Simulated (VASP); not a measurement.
# LiNbO3: structure and properties in VASP, part 2 of 2

Aim: relax LiNbO3 with LDA, compute its properties on that cell and hold them against experiment. The start is a cell from a database of measured crystal structures.

VASP 6.6.1, plane waves and PAW; the level of theory is named at each step.

So far, least gap on mesh and path (eV): step 5 (bands along the symmetry lines (LDA)) 3.45. The relaxed cell has a = 5.064, c = 13.675 Å (conventional setting).

## (7) Optical spectrum (LDA)

LOPTICS sums transitions from filled to empty bands. NBANDS is raised for it.

Contents of INCAR:

```
SYSTEM = LiNbO3
PREC = Accurate
ENCUT = 650
EDIFF = 1E-06
NELM = 100
ISMEAR = 0
SIGMA = 0.05
LREAL = .FALSE.
ALGO = Normal
GGA = CA
NBANDS = 114
LASPH = .TRUE.
LORBIT = 11
LWAVE = .FALSE.
LCHARG = .FALSE.
KPAR = 8
LOPTICS = .TRUE.
NEDOS = 1500
CSHIFT = 0.1
```

Contents of POSCAR:

```
LiNbO3
1.0
    2.5318544503      1.4617668484      4.5584486399
   -2.5318544503      1.4617668484      4.5584486399
    0.0000000000     -2.9235336969      4.5584486399
Li Nb O
2 2 6
Direct
    0.2817193126      0.2817193126      0.2817193126
    0.7817193126      0.7817193126      0.7817193126
    0.9982165085      0.9982165085      0.9982165085
    0.4982165085      0.4982165085      0.4982165085
    0.1062264688      0.3673936902      0.7182590200
    0.7182590200      0.1062264688      0.3673936902
    0.3673936902      0.7182590200      0.1062264688
    0.2182590200      0.8673936902      0.6062264688
    0.8673936902      0.6062264688      0.2182590200
    0.6062264688      0.2182590200      0.8673936902
```

Contents of KPOINTS:

```
Automatic mesh
0
Gamma
8 8 8
0 0 0
```

PAW data sets: Li_sv, Nb_sv and O (LDA family, release 64).

Command:

```sh
$ mpirun -np 8 vasp_std
```

Run time: 3.6 min. Hardware: 8 MPI ranks of Intel Xeon Platinum 8259CL at 2.50GHz (Skylake/Cascade Lake), shared host; peak memory 11 GiB.

These are independent-particle spectra without excitons or local fields, and fine structure depends on the mesh and on CSHIFT.

Numbers from this step:

```
bands                          : 114
Fermi energy                   : 3.994 eV
pressure                       : -0.06115 GPa
gap on the k-mesh              : 3.461 eV
least direct gap on the k-mesh : 3.484 eV
```

The imaginary dielectric function has structure finer than the step of the table below, so its rows give means over 1 eV, whole bins alone (the curve runs from 0 to 25.0 eV). Peaks (eV: height): xx 5.1: 10.8, 8.8: 6.15; zz 4.2: 9.93, 5.3: 9.04, 8.6: 5.70.

Imaginary dielectric function against photon energy; means over each step:

```tsv
photon energy (eV)	xx	zz
1	0.0336	0.0309
2	0.0933	0.0856
3	0.377	0.323
4	6.08	6.07
5	9.73	8.25
6	5.83	5.26
7	2.23	2.02
8	2.90	2.88
9	5.49	5.16
10	3.66	3.76
11	3.12	2.62
12	2.45	2.19
13	2.09	1.99
14	1.90	1.93
15	1.66	1.52
16	1.47	1.32
17	1.52	1.78
18	1.48	1.65
19	1.49	1.66
20	1.70	1.79
21	1.32	1.53
22	0.953	0.956
23	0.807	0.647
24	0.708	0.594
```

Real dielectric function against photon energy:

```tsv
photon energy (eV)	xx	zz
0.0	6.17	5.84
0.5	6.21	5.88
1.0	6.33	5.98
1.5	6.55	6.18
2.0	6.90	6.51
2.5	7.48	7.04
3.0	8.50	7.97
3.5	10.9	10.1
4.0	12.2	12.5
4.5	7.42	5.76
5.0	5.38	4.97
5.5	0.314	0.956
6.0	-0.661	-0.626
6.5	-0.347	0.161
7.0	0.909	1.36
7.5	2.37	2.56
8.0	4.17	4.43
8.5	3.98	3.80
9.0	1.31	1.56
9.5	0.170	0.736
10.0	0.402	0.209
10.5	0.327	0.0287
11.0	0.145	0.0335
11.5	0.205	0.477
12.0	0.114	0.484
12.5	0.235	0.563
13.0	0.249	0.581
13.5	0.321	0.626
14.0	0.421	0.640
14.5	0.303	0.344
15.0	0.268	0.387
15.5	0.442	0.684
16.0	0.511	0.756
16.5	0.640	1.10
17.0	0.614	1.26
17.5	0.602	0.608
18.0	0.537	0.424
18.5	0.597	0.775
19.0	0.572	0.689
19.5	0.651	0.551
20.0	0.432	0.515
20.5	0.0148	0.106
21.0	-0.120	-0.302
21.5	0.00437	-0.139
22.0	0.101	-0.104
22.5	0.136	-0.0257
23.0	0.225	0.178
23.5	0.240	0.274
24.0	0.288	0.343
24.5	0.341	0.442
```

The mean of ε2 over directions passes 5 % of its top at 3.36 eV, against a least direct gap of 3.48 eV on this mesh; what lies under the gap is the tail of the broadening by CSHIFT.

## (8) Band structure (LDA + SOC)

This step: LDA, spin-orbit coupling; plane waves and PAW (Li_sv, Nb_sv, O) (VASP 6.6.1).

Levels along the symmetry lines show where the bands peak and cross; KPOINTS_OPT computes them in the converged potential. Spin-orbit coupling needs spinors and the noncollinear program, where each band holds one electron.

Contents of INCAR:

```
SYSTEM = LiNbO3
PREC = Accurate
ENCUT = 650
EDIFF = 1E-06
NELM = 100
ISMEAR = 0
SIGMA = 0.05
LREAL = .FALSE.
ALGO = Normal
GGA = CA
LNONCOLLINEAR = .TRUE.
MAGMOM = 0 0 0 0 0 0 0 0 0 0 0 0 0 0 0 0 0 0 0 0 0 0 0 0 0 0 0 0 0 0
NBANDS = 88
GGA_COMPAT = .FALSE.
LASPH = .TRUE.
LSORBIT = .TRUE.
LMAXMIX = 4
LORBIT = 11
LWAVE = .FALSE.
LCHARG = .FALSE.
KPAR = 8
```

POSCAR is that of step 7.

Contents of KPOINTS:

```
Automatic mesh
0
Gamma
5 5 5
0 0 0
```

Contents of KPOINTS_OPT:

```
Line mode
12
Line-mode
Reciprocal
  0.00000000   0.00000000   0.00000000 GAMMA
  0.50000000   0.00000000   0.00000000 L

  0.50000000   0.00000000   0.00000000 L
  0.50000000   0.23522035  -0.23522035 B1

  0.76477965   0.50000000   0.23522035 B
  0.50000000   0.50000000   0.50000000 Z

  0.50000000   0.50000000   0.50000000 Z
  0.00000000   0.00000000   0.00000000 GAMMA

  0.00000000   0.00000000   0.00000000 GAMMA
  0.36761018   0.00000000  -0.36761018 X

  0.63238982   0.36761018   0.00000000 Q
  0.50000000   0.50000000   0.00000000 F

  0.50000000   0.50000000   0.00000000 F
  0.63238982   0.63238982   0.23522035 P1

  0.63238982   0.63238982   0.23522035 P1
  0.50000000   0.50000000   0.50000000 Z

  0.50000000   0.00000000   0.00000000 L
  0.76477965   0.36761018   0.36761018 P
```

Command:

```sh
$ mpirun -np 8 vasp_ncl
```

Run time: 18 min. Hardware: 8 MPI ranks; peak memory 11 GiB; 2.1 h of CPU time.

Numbers from this step:

```
bands                             : 88
irreducible k-points              : 35
free energy (TOTEN)               : -87.8017 eV
Fermi energy                      : 4.082 eV
pressure                          : -0.06945 GPa
least gap on mesh and path        : 3.414 eV
least direct gap on mesh and path : 3.451 eV
valence top at k                  : 0.1818, 0.1818, 0.1818
conduction bottom at k            : -0.4, 0.4, 0
```

On-site spin-orbit energy by atom:

```tsv
atom	on-site spin-orbit energy (eV)
Li1	0.000
Li2	0.000
Nb3	-0.166
Nb4	-0.166
O5	0.000
O6	0.000
O7	0.000
O8	0.000
O9	0.000
O10	0.000
```

Electronic bands along the path, in eV, zero at the valence-band top; v1 is the highest filled band, c1 the lowest empty one:

```tsv
point	v4	v3	v2	v1	c1	c2	c3	c4
Γ	-0.05	-0.05	-0.02	-0.02	3.43	3.43	3.46	3.46
0.45 of the way	-0.24	-0.24	-0.10	-0.09	3.51	3.57	3.61	3.64
L	-0.21	-0.21	-0.20	-0.20	3.89	3.89	3.91	3.91
0.45 of the way	-0.18	-0.18	-0.16	-0.16	3.74	3.74	3.80	3.80
B1	-0.29	-0.29	-0.27	-0.27	3.81	3.81	3.88	3.88
jump to B	-0.29	-0.29	-0.27	-0.27	3.81	3.81	3.88	3.88
0.45 of the way	-0.27	-0.27	-0.26	-0.26	4.20	4.20	4.26	4.26
Z	-0.30	-0.30	-0.30	-0.30	4.65	4.65	4.65	4.65
0.55 of the way	-0.04	-0.04	-0.01	-0.01	3.84	3.89	3.90	3.90
Γ	-0.05	-0.05	-0.02	-0.02	3.43	3.43	3.46	3.46
0.45 of the way	-0.30	-0.30	-0.05	-0.05	3.55	3.62	3.80	3.85
X	-0.43	-0.42	-0.12	-0.11	3.44	3.49	4.01	4.04
jump to Q	-0.43	-0.42	-0.12	-0.11	3.44	3.49	4.01	4.04
0.55 of the way	-0.44	-0.41	-0.20	-0.19	3.44	3.48	4.03	4.05
F	-0.44	-0.44	-0.25	-0.25	3.52	3.52	4.04	4.04
0.45 of the way	-0.49	-0.49	-0.20	-0.20	3.60	3.60	4.01	4.03
P1	-0.54	-0.51	-0.13	-0.13	3.85	3.85	4.01	4.03
0.45 of the way	-0.44	-0.44	-0.17	-0.17	4.23	4.23	4.39	4.41
Z	-0.30	-0.30	-0.30	-0.30	4.65	4.65	4.65	4.65
jump to L	-0.21	-0.21	-0.20	-0.20	3.89	3.89	3.91	3.91
0.45 of the way	-0.29	-0.27	-0.15	-0.14	3.79	3.81	4.02	4.03
P	-0.54	-0.51	-0.13	-0.13	3.85	3.85	4.01	4.03
```

Of the projections kept (Li, Nb, O), the largest for each band there; the rest of the weight can lie on other orbitals:

```tsv
point	v4	v3	v2	v1	c1	c2	c3	c4
Γ	O 0.99	O 0.99	O 0.99	O 0.99	Nb 0.87	Nb 0.87	Nb 0.88	Nb 0.88
L	O 0.96	O 0.96	O 0.96	O 0.96	Nb 0.84	Nb 0.84	Nb 0.84	Nb 0.84
B1	O 0.94	O 0.94	O 0.94	O 0.94	Nb 0.81	Nb 0.81	Nb 0.81	Nb 0.81
B	O 0.94	O 0.94	O 0.94	O 0.94	Nb 0.81	Nb 0.81	Nb 0.81	Nb 0.81
Z	O 0.96	O 0.96	O 0.96	O 0.96	Nb 0.80	Nb 0.80	Nb 0.80	Nb 0.80
Γ	O 0.99	O 0.99	O 0.99	O 0.99	Nb 0.87	Nb 0.87	Nb 0.88	Nb 0.88
```

The gap moves by -0.04 eV against LDA, which ran on another mesh.

On this path the gap is indirect, 3.41 eV, with the valence top between Z and Γ and the conduction bottom between Q and F. The least direct gap is 3.45 eV.

## (9) Bands along the symmetry lines (TB-mBJ)

This step: TB-mBJ; plane waves and PAW (Li_sv, Nb_sv, O) (VASP 6.6.1).

The mesh alone shows little of the dispersion and can miss band extrema, so KPOINTS_OPT adds a path through the symmetry points after the self-consistent cycle. TB-mBJ is a local potential fitted to gaps: it costs far less than a hybrid but gives no energy.

Contents of INCAR:

```
SYSTEM = LiNbO3
PREC = Accurate
ENCUT = 650
EDIFF = 1E-06
NELM = 150
ISMEAR = 0
SIGMA = 0.05
LREAL = .FALSE.
ALGO = Normal
METAGGA = MBJ
LASPH = .TRUE.
NBANDS = 58
LORBIT = 11
LWAVE = .FALSE.
LCHARG = .FALSE.
KPAR = 8
```

POSCAR is that of step 8.

Contents of KPOINTS:

```
Automatic mesh
0
Gamma
6 6 6
0 0 0
```

KPOINTS_OPT is that of step 8.

Command:

```sh
$ mpirun -np 8 vasp_std
```

It took 13 min on 8 MPI ranks; peak memory 5 GiB.

This functional is a potential without an energy, so its energies, forces and stress mean nothing and are not read. The PAW data sets were made with LDA, a small mismatch for this functional.

Numbers from this step:

| Item | Value |
| --- | --- |
| SCF cycles | 74 |
| bands | 58 |
| irreducible k-points | 32 |
| Fermi energy | 5.003 eV |
| least gap on mesh and path | 4.210 eV |
| least direct gap on mesh and path | 4.257 eV |
| valence top at k | 0.1667, 0.1667, 0.1667 |
| conduction bottom at k | 0.5963, 0.4037, 0 |

The electronic bands at the labelled points (eV, zero at the valence-band top; v1 is the highest filled band, c1 the lowest empty one):

```tsv
point	v4	v3	v2	v1	c1	c2	c3	c4
Γ	-0.50	-0.45	-0.02	-0.02	4.24	4.24	4.67	5.63
0.45 of the way	-0.40	-0.35	-0.16	-0.06	4.30	4.39	4.79	5.68
L	-0.27	-0.27	-0.15	-0.15	4.63	4.63	5.42	5.42
0.45 of the way	-0.38	-0.38	-0.12	-0.12	4.52	4.52	5.43	5.43
B1	-0.55	-0.55	-0.21	-0.21	4.58	4.58	5.37	5.37
jump to B	-0.55	-0.55	-0.21	-0.21	4.58	4.58	5.37	5.37
0.45 of the way	-0.53	-0.53	-0.20	-0.20	4.94	4.94	5.42	5.42
Z	-0.25	-0.25	-0.25	-0.25	5.40	5.40	5.49	5.49
0.55 of the way	-0.54	-0.39	-0.01	-0.01	4.58	4.58	4.87	5.83
Γ	-0.50	-0.45	-0.02	-0.02	4.24	4.24	4.67	5.63
0.45 of the way	-0.43	-0.32	-0.23	-0.03	4.32	4.59	4.79	5.47
X	-0.61	-0.44	-0.35	-0.07	4.23	4.78	5.34	5.37
jump to Q	-0.61	-0.44	-0.35	-0.07	4.23	4.78	5.34	5.37
0.55 of the way	-0.64	-0.54	-0.41	-0.12	4.24	4.81	5.22	5.32
F	-0.66	-0.58	-0.45	-0.16	4.31	4.81	5.14	5.29
0.45 of the way	-0.66	-0.62	-0.48	-0.13	4.38	4.77	5.25	5.28
P1	-0.62	-0.58	-0.47	-0.08	4.60	4.74	5.25	5.46
0.45 of the way	-0.48	-0.42	-0.33	-0.12	4.94	5.10	5.32	5.51
Z	-0.25	-0.25	-0.25	-0.25	5.40	5.40	5.49	5.49
jump to L	-0.27	-0.27	-0.15	-0.15	4.63	4.63	5.42	5.42
0.45 of the way	-0.43	-0.33	-0.24	-0.10	4.53	4.76	5.26	5.55
P	-0.62	-0.58	-0.47	-0.08	4.60	4.74	5.25	5.46
```

Of the projections kept (Li, Nb, O), the largest for each band there; the rest of the weight can lie on other orbitals:

```tsv
point	v4	v3	v2	v1	c1	c2	c3	c4
Γ	O 0.93	O 0.91	O 0.99	O 0.99	Nb 0.91	Nb 0.91	Nb 0.85	Nb 0.83
L	O 0.97	O 0.97	O 0.97	O 0.97	Nb 0.87	Nb 0.87	Nb 0.79	Nb 0.79
B1	O 0.93	O 0.93	O 0.95	O 0.95	Nb 0.86	Nb 0.86	Nb 0.80	Nb 0.80
B	O 0.93	O 0.93	O 0.95	O 0.95	Nb 0.86	Nb 0.86	Nb 0.80	Nb 0.80
Z	O 0.97	O 0.97	O 0.97	O 0.97	Nb 0.83	Nb 0.83	Nb 0.81	Nb 0.81
Γ	O 0.93	O 0.91	O 0.99	O 0.99	Nb 0.91	Nb 0.91	Nb 0.85	Nb 0.83
```

The gap moves by +0.75 eV against LDA.

## (10) What came out

```json
{
  "relaxed volume": "10.12 Å³/atom",
  "relaxed conventional cell a, b, c": "5.064, 5.064, 13.675 Å; angles 90.0, 90.0, 120.0°",
  "space group after relaxing, within 0.02 Å": "R3c (No. 161)",
  "band gap": "3.45 eV, indirect (least direct gap of that run 3.48 eV)",
  "gap among the points of the DOS mesh alone, an upper bound": "3.46 eV",
  "strongest peak of ε2, mean over directions": "5.09 eV",
  "ε1 at zero frequency, no local fields, mean": "6.06",
  "band gap (LDA + SOC)": "3.41 eV, indirect (least direct gap of that run 3.45 eV)",
  "band gap (TB-mBJ)": "4.21 eV, indirect (least direct gap of that run 4.26 eV)"
}
```

**Reading.** With LDA, LiNbO3 relaxes to 10.12 Å³/atom in space group R3c (held by the symmetry of the run) and has an indirect gap of 3.45 eV. Against the listed cell the volume lies -4.7 % (a -1.7 %, c -1.4 %). Bands along the symmetry lines (LDA): On this path the gap is indirect, 3.46 eV, with the valence top between Z and Γ and the conduction bottom between Q and F. The least direct gap is 3.48 eV. Band structure (LDA + SOC): On this path the gap is indirect, 3.41 eV, with the valence top between Z and Γ and the conduction bottom between Q and F. The least direct gap is 3.45 eV. Bands along the symmetry lines (TB-mBJ): The path shows an indirect gap of 4.21 eV (valence top between Z and Γ, conduction bottom between Q and F). The least direct gap is 4.26 eV. The other levels ran on the cell relaxed with LDA, and without spin-orbit coupling unless named. Semilocal functionals usually underestimate gaps. No search among competing phases was made, and a listed structure need not be the one stable at ambient conditions. All values are for a static lattice at zero temperature.

Calculation against experiment:

| quantity | measured | LDA |
| --- | --- | --- |
| lattice constant a (Å) | 5.14829 | 5.064 (-1.6 %) |
| lattice constant c (Å) | 13.8631 | 13.675 (-1.4 %) |

Measured values from pmc:5642313 (2017).

Verdict: The lattice constant a is off by -1.6 %: a clear miss. The lattice constant c is off by -1.4 %: fair agreement. The grades are ours: good and fair within 0.7 and 1.5 % for the lattice constant a and 0.8 and 2 % for the lattice constant c. For lattice constants the calculation has a static lattice, without zero-point motion or thermal expansion.

[Lines on the potential files, build, host, timing and source positions are cut from VASP's logs without a mark.]

[Logs are printed without paths, hosts, clocks, repeated set-up lines and the standing remarks that a program may print on its own settings, such as how far it seeks lower states.]

[Hosts, paths, dates, database ids (printed as entryN), source tags and the programs' standing remarks are cut or masked in the printed files.]

[A measured line is paired with the nearest computed mode of its activity, which favours agreement.]
